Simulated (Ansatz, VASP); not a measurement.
# AlN: VASP beside Ansatz, part 2 of 3

Aim: how closely do two programs agree when they are given the same cell, functional and k mesh? The cell is taken from a series of runs on this material, whose earlier steps may have relaxed, scaled, displaced or heated it; both programs get it as it stands.

VASP 6.6.1 and Ansatz 0.2.0.

So far: The structure; VASP: zone-centre phonons, LDA.

**2. VASP: zone-centre phonons, LDA (continued)**

Level of this step: LDA; plane waves and PAW (Al, N) (VASP).

OUTCAR, selected parts (step 2):

```text
ion  position               nearest neighbor table
   1  0.333  0.667  0.998-   4 1.89   4 1.89   4 1.89   3 1.90   2 3.06   2 3.06   2 3.06   2 3.06
                             2 3.06   2 3.06
   2  0.667  0.333  0.498-   3 1.89   3 1.89   3 1.89   4 1.90   1 3.06   1 3.06   1 3.06   1 3.06
                             1 3.06   1 3.06
   3  0.333  0.667  0.382-   2 1.89   2 1.89   2 1.89   1 1.90
   4  0.667  0.333  0.882-   1 1.89   1 1.89   1 1.89   2 1.90

  LATTYP: Found a hexagonal cell.
 ALAT       =     3.1115794354
 C/A-ratio  =     1.5908876151

 Subroutine GETGRP returns: Found 12 space group operations
 (whereof  6 operations were pure point group operations)

The static configuration has the point symmetry C_3v.
 The point group associated with its full space group is C_6v.

 Found     21 irreducible k-points:

   k-points           NKPTS =     21   k-points in BZ     NKDIM =     21   number of bands    NBANDS=     14

   dimension x,y,z NGX =    28 NGY =   28 NGZ =   40
   dimension x,y,z NGXF=    56 NGYF=   56 NGZF=   80

   ENCUT  =  600.0 eV  44.10 Ry    6.64 a.u.   6.21  6.21  9.89*2*pi/ulx,y,z

   NELECT =      16.0000    total number of electrons

 k-points in reciprocal lattice and weights: Automatic mesh
   0.00000000  0.00000000  0.00000000       0.007
   0.16666667 -0.00000000  0.00000000       0.042
   0.33333333  0.00000000  0.00000000       0.042
   0.50000000  0.00000000  0.00000000       0.021
   0.16666667  0.16666667  0.00000000       0.042
   0.33333333  0.16666667  0.00000000       0.083
   0.33333333  0.33333333  0.00000000       0.014
   0.00000000  0.00000000  0.25000000       0.014
   0.16666667 -0.00000000  0.25000000       0.083
[...]
0.33333333  0.16666667  0.50000000       0.083
   0.33333333  0.33333333  0.50000000       0.014

 average (electrostatic) potential at core
       1 -69.8819       2 -69.8819       3 -59.8367       4 -59.8367

  Total       -0.9603474     -0.9603474     -0.4857581      0.0000000      0.0000000      0.0000000
  in kB      -37.0703036    -37.0703036    -18.7507140      0.0000000      0.0000000      0.0000000
  external PRESSURE =     -30.9637738 kB  Pullay stress =       0.0000000 kB

  energy-cutoff  :      600.00
  volume of cell :       41.51
      direct lattice vectors                 reciprocal lattice vectors
     3.111579435  0.000000000  0.000000000     0.321380193  0.185548941  0.000000000
    -1.555789718  2.694706837  0.000000000     0.000000000  0.371097882  0.000000000
     0.000000000  0.000000000  4.950173187     0.000000000  0.000000000  0.202013134

 POSITION                                       TOTAL-FORCE (eV/Angst)
 -----------------------------------------------------------------------------------
      0.00000      1.79647      4.94252        -0.000000     -0.000000      0.004094
      1.55579      0.89824      2.46744         0.000000      0.000000      0.004094
      0.00000      1.79647      1.88872        -0.000000     -0.000000     -0.004094
      1.55579      0.89824      4.36380         0.000000      0.000000     -0.004094
 -----------------------------------------------------------------------------------
    total drift:                               -0.000000     -0.000000     -0.000512

 MACROSCOPIC STATIC DIELECTRIC TENSOR (including local field effects in DFT)
 ------------------------------------------------------
           4.476117    -0.000000     0.000000
           0.000000     4.476117     0.000000
           0.000000     0.000000     4.639496
 ------------------------------------------------------

 PIEZOELECTRIC TENSOR (including local field effects)  for field in x, y, z        (C/m^2)
          XX          YY          ZZ          XY          YZ          ZX
  --------------------------------------------------------------------------------
  x     0.00000    -0.00000     0.00000    -0.00000     0.00000     0.33394
  y     0.00000     0.00000     0.00000     0.00000     0.33394     0.00000
  z     0.25504     0.25504    -0.36748     0.00000     0.00000    -0.00000

 BORN EFFECTIVE CHARGES (including local field effects) (in |e|, cummulative output)
 ---------------------------------------------------------------------------------
 ion    1
    1     2.51900     0.00000     0.00000
    2     0.00000     2.51900     0.00000
    3     0.00000    -0.00000     2.67748
 ion    2
    1     2.51900     0.00000     0.00000
    2     0.00000     2.51900     0.00000
    3     0.00000     0.00000     2.67748
 ion    3
    1    -2.51900     0.00000     0.00000
    2     0.00000    -2.51900     0.00000
    3    -0.00000    -0.00000    -2.67748
 ion    4
    1    -2.51900    -0.00000     0.00000
    2     0.00000    -2.51900     0.00000
    3     0.00000     0.00000    -2.67748

 Eigenvectors and eigenvalues of the dynamical matrix
 ----------------------------------------------------

   1 f  =   21.667338 THz   136.139898 2PiTHz  722.744591 cm-1    89.608868 meV
             X         Y         Z           dx          dy          dz
      0.000000  1.796471  4.942523     0.000000    0.000000   -0.000866
      1.555790  0.898236  2.467436     0.000000    0.000000    0.000866
      0.000000  1.796471  1.888716    -0.000000   -0.000000   -0.707106
      1.555790  0.898236  4.363803    -0.000000   -0.000000    0.707106

   2 f  =   20.007100 THz   125.708316 2PiTHz  667.365015 cm-1    82.742679 meV
             X         Y         Z           dx          dy          dz
      0.000000  1.796471  4.942523    -0.000003   -0.413294    0.000000
      1.555790  0.898236  2.467436    -0.000003   -0.413294   -0.000000
      0.000000  1.796471  1.888716     0.000004    0.573749    0.000000
      1.555790  0.898236  4.363803     0.000004    0.573749    0.000000

   3 f  =   20.007100 THz   125.708316 2PiTHz  667.365015 cm-1    82.742679 meV
             X         Y         Z           dx          dy          dz
      0.000000  1.796471  4.942523     0.413294   -0.000003   -0.000000
      1.555790  0.898236  2.467436     0.413294   -0.000003    0.000000
      0.000000  1.796471  1.888716    -0.573749    0.000004   -0.000000
      1.555790  0.898236  4.363803    -0.573749    0.000004   -0.000000

   4 f  =   19.652346 THz   123.479334 2PiTHz  655.531715 cm-1    81.275538 meV
             X         Y         Z           dx          dy          dz
      0.000000  1.796471  4.942523    -0.000003   -0.380228    0.000000
      1.555790  0.898236  2.467436     0.000003    0.380228   -0.000000
      0.000000  1.796471  1.888716    -0.000005   -0.596176    0.000000
      1.555790  0.898236  4.363803     0.000005    0.596176    0.000000

   5 f  =   19.652346 THz   123.479334 2PiTHz  655.531715 cm-1    81.275538 meV
             X         Y         Z           dx          dy          dz
      0.000000  1.796471  4.942523     0.380228   -0.000003   -0.000000
      1.555790  0.898236  2.467436    -0.380228    0.000003    0.000000
      0.000000  1.796471  1.888716     0.596176   -0.000005   -0.000000
      1.555790  0.898236  4.363803    -0.596176    0.000005   -0.000000

   6 f  =   18.311509 THz   115.054607 2PiTHz  610.806206 cm-1    75.730284 meV
             X         Y         Z           dx          dy          dz
      0.000000  1.796471  4.942523    -0.000000   -0.000000    0.413361
      1.555790  0.898236  2.467436     0.000000    0.000000    0.413361
      0.000000  1.796471  1.888716    -0.000000   -0.000000   -0.573701
      1.555790  0.898236  4.363803     0.000000    0.000000   -0.573701

   7 f  =   16.347027 THz   102.711401 2PiTHz  545.278134 cm-1    67.605842 meV
             X         Y         Z           dx          dy          dz
      0.000000  1.796471  4.942523     0.000000    0.000000    0.707106
      1.555790  0.898236  2.467436    -0.000000    0.000000   -0.707106
      0.000000  1.796471  1.888716     0.000000   -0.000000   -0.000866
      1.555790  0.898236  4.363803    -0.000000   -0.000000    0.000866

   8 f  =    7.236264 THz    45.466786 2PiTHz  241.375779 cm-1    29.926769 meV
             X         Y         Z           dx          dy          dz
      0.000000  1.796471  4.942523    -0.000016   -0.596176    0.000000
      1.555790  0.898236  2.467436     0.000016    0.596176   -0.000000
      0.000000  1.796471  1.888716     0.000010    0.380228   -0.000000
      1.555790  0.898236  4.363803    -0.000010   -0.380228   -0.000000

   9 f  =    7.236264 THz    45.466786 2PiTHz  241.375779 cm-1    29.926769 meV
             X         Y         Z           dx          dy          dz
      0.000000  1.796471  4.942523     0.596176   -0.000016   -0.000000
      1.555790  0.898236  2.467436    -0.596176    0.000016   -0.000000
      0.000000  1.796471  1.888716    -0.380228    0.000010    0.000000
      1.555790  0.898236  4.363803     0.380228   -0.000010   -0.000000

  10 f/i=    0.000290 THz     0.001823 2PiTHz    0.009678 cm-1     0.001200 meV
             X         Y         Z           dx          dy          dz
      0.000000  1.796471  4.942523     0.547094   -0.172846   -0.000000
      1.555790  0.898236  2.467436     0.547094   -0.172846   -0.000000
      0.000000  1.796471  1.888716     0.394094   -0.124508   -0.000000
      1.555790  0.898236  4.363803     0.394094   -0.124508   -0.000000

  11 f/i=    0.000290 THz     0.001823 2PiTHz    0.009678 cm-1     0.001200 meV
             X         Y         Z           dx          dy          dz
      0.000000  1.796471  4.942523    -0.172846   -0.547094   -0.000000
      1.555790  0.898236  2.467436    -0.172846   -0.547094   -0.000000
      0.000000  1.796471  1.888716    -0.124508   -0.394094   -0.000000
      1.555790  0.898236  4.363803    -0.124508   -0.394094   -0.000000

  12 f/i=    0.001854 THz     0.011651 2PiTHz    0.061854 cm-1     0.007669 meV
             X         Y         Z           dx          dy          dz
      0.000000  1.796471  4.942523    -0.000000    0.000000   -0.573701
      1.555790  0.898236  2.467436    -0.000000    0.000000   -0.573701
      0.000000  1.796471  1.888716    -0.000000    0.000000   -0.413361
      1.555790  0.898236  4.363803    -0.000000    0.000000   -0.413361

 MACROSCOPIC STATIC DIELECTRIC TENSOR IONIC CONTRIBUTION
 ------------------------------------------------------
           3.664811     0.000000    -0.000000
           0.000000     3.664811     0.000000
          -0.000000     0.000000     4.942374
 ------------------------------------------------------

 ELASTIC MODULI CONTR FROM IONIC RELAXATION (kBar)
 Direction    XX          YY          ZZ          XY          YZ          ZX
 --------------------------------------------------------------------------------
 XX        -687.4651    331.2864    416.2380     -0.0000      0.0000      0.0000
 YY         331.2864   -687.4651    416.2380      0.0000     -0.0000     -0.0000
 ZZ         416.2380    416.2380   -972.8492     -0.0000     -0.0000     -0.0000
 XY          -0.0000      0.0000     -0.0000   -509.3757      0.0000      0.0000
 YZ           0.0000      0.0000     -0.0000      0.0000   -119.9292     -0.0000
 ZX           0.0000     -0.0000     -0.0000     -0.0000     -0.0000   -128.3332
 --------------------------------------------------------------------------------

 PIEZOELECTRIC TENSOR IONIC CONTR  for field in x, y, z        (C/m^2)
          XX          YY          ZZ          XY          YZ          ZX
  --------------------------------------------------------------------------------
  x     0.00000    -0.00000    -0.00000     0.00000    -0.00000    -0.64531
  y     0.00000    -0.00000     0.00000     0.00000    -0.62382    -0.00000
  z    -0.88279    -0.88279     2.06330     0.00000     0.00000     0.00000
```

(Continued in part 3 of 3.)

[Lines on the potential files, build, host, timing and source positions are cut from VASP's logs without a mark.]

[Logs are printed without paths, hosts, clocks, repeated set-up lines and the standing remarks that a program may print on its own settings, such as how far it seeks lower states.]

[Hosts, paths, dates, database ids (printed as entryN), source tags and the programs' standing remarks are cut or masked in the printed files.]
